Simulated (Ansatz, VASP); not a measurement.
# ZrSeS: VASP beside Ansatz, part 2 of 2

One calculation is typed for both programs; each brings its own data sets. How far apart do they land? Of the first pair: The cell is taken from a series of runs on this material, whose earlier steps may have relaxed, scaled, displaced or heated it; both programs get it as it stands.

VASP 6.6.1 and Ansatz 0.2.0.

So far. Step 2 (VASP: single point, PBEsol, pair 1): The run ends at a pressure of -1.36 GPa, with forces up to 1.1 eV/Å.

**6. VASP: single point, PBEsol, start cell, pair 2**

Level of this step: PBEsol; plane waves and PAW (Zr_sv, S, Se) (VASP).

The same cell, functional, mesh and smearing now go to VASP, with its own data sets.

File INCAR:

```
SYSTEM = ZrSeS
PREC = Accurate
ENCUT = 400
EDIFF = 1E-06
NELM = 120
ISMEAR = 0
SIGMA = 0.02
LREAL = .FALSE.
ALGO = Normal
GGA = PS
NBANDS = 18
LASPH = .TRUE.
LORBIT = 11
LWAVE = .FALSE.
LCHARG = .FALSE.
ISIF = 2
LDIPOL = .TRUE.
IDIPOL = 3
DIPOL = 0.5 0.5 0.332
LVHAR = .TRUE.
GGA_COMPAT = .FALSE.
EFERMI = MIDGAP
NELMDL = -8
KPAR = 2
```

File POSCAR:

```
ZrSeS
1.0
    3.5747741265      0.0000000000      0.0000000000
   -1.7873870632      3.0958452063      0.0000000000
    0.0000000000      0.0000000000     30.0000000000
Zr S Se
1 1 1
Direct
    0.0000000000      0.0000000000      0.3348657333
    0.3333333333      0.6666666667      0.3824317333
    0.6666666667      0.3333333333      0.2793692333
```

File KPOINTS:

```
Automatic mesh
0
Gamma
12 12 1
0 0 0
```

PAW data sets: Zr_sv, S and Se (PBE family, release 64).

The run is started by

```console
$ mpirun -np 2 vasp_std
```

Numbers of over 12 decimals in the logs are rounded to 6 here.

Output:

```text
[banner, memory and clock lines left out]
running    2 mpi-ranks, on    1 nodes
[...]
[... a notice as in an earlier step ...]

 LDA part: xc-table for (Slater+PW92), standard interpolation
 POSCAR, INCAR and KPOINTS ok, starting setup
[...]
entering main loop
       N       E                     dE             d eps       ncg     rms          rms(c)
DAV:   1     0.145360091514E+03    0.14536E+03   -0.91580E+03   908   0.790E+02
DAV:   2    -0.525414287187E+01   -0.15061E+03   -0.14741E+03   950   0.197E+02
DAV:   3    -0.228335435462E+02   -0.17579E+02   -0.17540E+02  1264   0.617E+01
DAV:   4    -0.231486339874E+02   -0.31509E+00   -0.31458E+00   974   0.892E+00
[...]
DAV:  25    -0.215728030522E+02   -0.35093E-05   -0.66052E-08   702   0.729E-04    0.176E-04
DAV:  26    -0.215728049458E+02   -0.18936E-05   -0.34351E-08   692   0.479E-04    0.873E-05
DAV:  27    -0.215728055384E+02   -0.59263E-06   -0.55284E-09   622   0.243E-04
   1 F= -.21572806E+02 E0= -.21572806E+02  d E =-.582415E-13
```

OUTCAR, selected parts (step 6):

```text
  Total        2.4122713      2.4122713      0.6552752      0.0000000      0.0000000     -0.0000000
  in kB       11.6409288     11.6409288      3.1621701      0.0000000      0.0000000     -0.0000000
  external PRESSURE =       8.8146759 kB  Pullay stress =       0.0000000 kB

 POSITION                                       TOTAL-FORCE (eV/Angst)
 -----------------------------------------------------------------------------------
      0.00000      0.00000     10.04597        -0.000000     -0.000000     -0.010775
     -0.00000      2.06390     11.47295        -0.000000     -0.000000      0.233383
      1.78739      1.03195      8.38108         0.000000      0.000000     -0.222607
 -----------------------------------------------------------------------------------
    total drift:                               -0.000000     -0.000000      0.000168

  FREE ENERGIE OF THE ION-ELECTRON SYSTEM (eV)
  ---------------------------------------------------
  free  energy   TOTEN  =       -21.5728055384 eV

  energy  without entropy=      -21.5728055384  energy(sigma->0) =      -21.57280554

[... 3 further parts left out ...]
[key lines of the parts left out:]
E-fermi :  -3.1942
```

The run ends at a pressure of 0.88 GPa, with forces up to 0.23 eV/Å.

**7. Comparison**

What differs besides the data sets and the points named for the pairs above, as far as they apply: the data sets hold 34 valence electrons in Ansatz (on its PAW soft_1 files) and 24 in VASP. Total energies have different zeros and are not compared.

Forces (eV/Å; atoms numbered as in POSCAR):

```tsv
atom	Ansatz x, y, z	VASP x, y, z
Zr1	0.000, 0.000, -0.020	0.000, 0.000, -0.011
S2	0.000, 0.000, 0.211	0.000, 0.000, 0.233
Se3	0.000, 0.000, -0.192	0.000, 0.000, -0.223
```

The forces differ by 13 meV/Å r.m.s., which is 12.1 % of the r.m.s. force of 0.108 eV/Å (both taken over all components). With vacuum in the cell, a pressure given here is an average over mostly empty space and none of the material.

**8. What the set-up changes**

Further runs change the set-up of one program: Ansatz's method, potentials or start, or VASP's data sets, cutoff or form of LDA. The table gives that difference for each run.

```tsv
run	r.m.s. force difference (meV/Å)
as above	13
VASP with the data sets Zr_sv, S and Se_sv_GW and a cutoff of 620 eV	8.1
```

**9. Ansatz: relaxation, PBEsol**

The two programs are compared at the cell with which this relaxation starts, whose forces are those of its first step.

The structure compared here is the start of the Ansatz relaxation; VASP solves that cell, so the two are compared at the walk's first step.

File input.yaml:

```yaml
crystal:
  lattice:
    - [3.611627468, 0.0, 0.0]
    - [-1.805813734, 3.1277611363, 0.0]
    - [0.0, 0.0, 30.0]
  atoms:
    - { symbol: Zr, position: [0.0, 0.0, 0.3348956891] }
    - { symbol: S, position: [0.3333333333, 0.6666666667, 0.3818490977] }
    - { symbol: Se, position: [0.6666666667, 0.3333333333, 0.2799218799] }
  periodic: [true, true, false]
kpoints:
  mp_grid: { grid: [12, 12, 1] }
hamiltonian:
  xc: pbesol
  pseudopotentials: { kind: paw, azcp: { folder: soft_1 }, xc_functional: pbe }
scf:
  occupations: { method: gaussian, width: 0.02 }
output:
  forces: true
  stress: true
  eigenvalues: true
relax:
  adjacent_minimum: "off"
  f_tol: 0.001
  max_steps: 60
```

The run is started by

```console
$ ansatz run input.yaml --threads 4 --pin off --max-ram 16384MiB --backend cpu --events-out ev --progress --plain --runs-dir out
```

Output:

```text
[...]
Crystal: 3 atoms, lattice volume = 338.889 Å³
Basis set: ecut = 420 eV, 6569 PW (Γ), exchange–correlation on 50×50×432 points (8 copies of the dense FFT grid, shifted against one another)
Bands: 21, of which v1, the nominal top of the filled ones, is band 17 counted from 1 (16 counted from 0)
Symmetry: 6 space group operations
[...]
--- Relaxed structure (5 steps of the walk, 4 accepted, 0 SCFs on fresh bases) ---
  F+E_penalty+E_count = -10442.07557731 eV   max|allowed force component| = 4.874e-5 eV/Å
  cell:  # Å, volume = 338.8892 Å³
    - [3.611627, 0.0, 0.0]
    - [-1.805814, 3.127761, 0.0]
    - [0.0, 0.0, 30.0]
  atoms:
    - { symbol: Zr, position: [0, 0, 0.334866] }
    - { symbol: S, position: [0.333333, 0.666667, 0.382432] }
    - { symbol: Se, position: [0.666667, 0.333333, 0.279369] }
[key lines of the parts left out:]
SCF converged after 6 iterations
Free energy (F): -10442.075577 eV
Fermi energy:    -5.447053 eV
P = ½ c Tr σ = 1.9020 N/m
```

**10. VASP: single point, PBEsol, start cell, pair 3**

The same cell, functional, mesh and smearing now go to VASP, with its own data sets.

INCAR is that of step 6.

File POSCAR:

```
ZrSeS
1.0
    3.6116274680      0.0000000000      0.0000000000
   -1.8058137340      3.1277611363      0.0000000000
    0.0000000000      0.0000000000     30.0000000000
Zr S Se
1 1 1
Direct
    0.0000000000      0.0000000000      0.3348957000
    0.3333333333      0.6666666667      0.3818491000
    0.6666666667      0.3333333333      0.2799218667
```

KPOINTS is that of step 6.

The run is started by

```console
$ mpirun -np 2 vasp_std
```

Output:

```text
[... set-up lines as in an earlier step ...]
 entering main loop
       N       E                     dE             d eps       ncg     rms          rms(c)
DAV:   1     0.138482666622E+03    0.13848E+03   -0.92139E+03   924   0.788E+02
DAV:   2    -0.613310804117E+01   -0.14462E+03   -0.14074E+03   982   0.195E+02
DAV:   3    -0.229277034344E+02   -0.16795E+02   -0.16620E+02  1228   0.595E+01
DAV:   4    -0.232425313376E+02   -0.31483E+00   -0.31422E+00   974   0.862E+00
[...]
DAV:  26    -0.216081501458E+02   -0.13222E-05   -0.22830E-08   670   0.414E-04    0.108E-04
DAV:  27    -0.216081511909E+02   -0.10452E-05   -0.14078E-08   620   0.347E-04    0.698E-05
DAV:  28    -0.216081513131E+02   -0.12219E-06   -0.49952E-10   486   0.110E-04
   1 F= -.21608151E+02 E0= -.21608151E+02  d E =-.734205E-35
```

Parts of OUTCAR (step 10):

```text
  Total        1.6963277      1.6963277      0.6342464      0.0000000      0.0000000     -0.0000000
  in kB        8.0197820      8.0197820      2.9985465      0.0000000      0.0000000     -0.0000000
  external PRESSURE =       6.3460368 kB  Pullay stress =       0.0000000 kB

 POSITION                                       TOTAL-FORCE (eV/Angst)
 -----------------------------------------------------------------------------------
      0.00000      0.00000     10.04687        -0.000000      0.000000     -0.011673
     -0.00000      2.08517     11.45547         0.000000     -0.000000      0.229208
      1.80581      1.04259      8.39766         0.000000     -0.000000     -0.217535
 -----------------------------------------------------------------------------------
    total drift:                               -0.000000     -0.000000      0.000296

  FREE ENERGIE OF THE ION-ELECTRON SYSTEM (eV)
  ---------------------------------------------------
  free  energy   TOTEN  =       -21.6081513131 eV

  energy  without entropy=      -21.6081513131  energy(sigma->0) =      -21.60815131

[... 1 part as in an earlier step ...]

[... 2 further parts left out ...]
[key lines of the parts left out:]
E-fermi :  -3.2590
```

The run ends at a pressure of 0.63 GPa, with forces up to 0.23 eV/Å.

**11. Comparison**

What differs besides the data sets and the points named for the pairs above, as far as they apply: the data sets hold 34 valence electrons in Ansatz (on its PAW soft_1 files) and 24 in VASP. Total energies have different zeros and are not compared.

Forces (eV/Å; atoms numbered as in POSCAR):

```tsv
atom	Ansatz x, y, z	VASP x, y, z
Zr1	0.000, 0.000, -0.020	0.000, 0.000, -0.012
S2	0.000, 0.000, 0.207	0.000, 0.000, 0.229
Se3	0.000, 0.000, -0.188	0.000, 0.000, -0.218
```

The forces differ by 13 meV/Å r.m.s., which is 12.0 % of the r.m.s. force of 0.105 eV/Å (both taken over all components). With vacuum in the cell, a pressure given here is an average over mostly empty space and none of the material.

**12. Results**

```json
{
  "r.m.s. force difference (single point, PBEsol, pair 1)": "2.1 % of the r.m.s. force",
  "r.m.s. force difference (single point, PBEsol, start cell, pair 2)": "13 meV/Å",
  "r.m.s. force difference (single point, PBEsol, start cell, pair 3)": "13 meV/Å"
}
```

The r.m.s. force difference is 13 meV/Å (single point, PBEsol, start cell, pair 2), beyond the 12 meV/Å picked in this series as the mark of a large difference. The data sets hold unlike numbers of valence electrons (34 in Ansatz and 24 in VASP), so part of the differences comes from the potentials. Single point, PBEsol, start cell, pair 2, VASP with the data sets Zr_sv, S and Se_sv_GW and a cutoff of 620 eV: r.m.s. force difference goes from 13 to 8.1 meV/Å. What causes the difference of the single point, PBEsol, start cell, pair 3 pair stays open here. 12 further runs of this series are not shown here. Such differences can come from data sets, numerical settings and the points named under the comparisons, not from the functional's error against experiment.

[Lines on the potential files, build, host, timing and source positions are cut from VASP's logs without a mark.]

[Logs are printed without paths, hosts, clocks, repeated set-up lines and the standing remarks that a program may print on its own settings, such as how far it seeks lower states.]

[Hosts, paths, dates, database ids (printed as entryN), source tags and the programs' standing remarks are cut or masked in the printed files.]
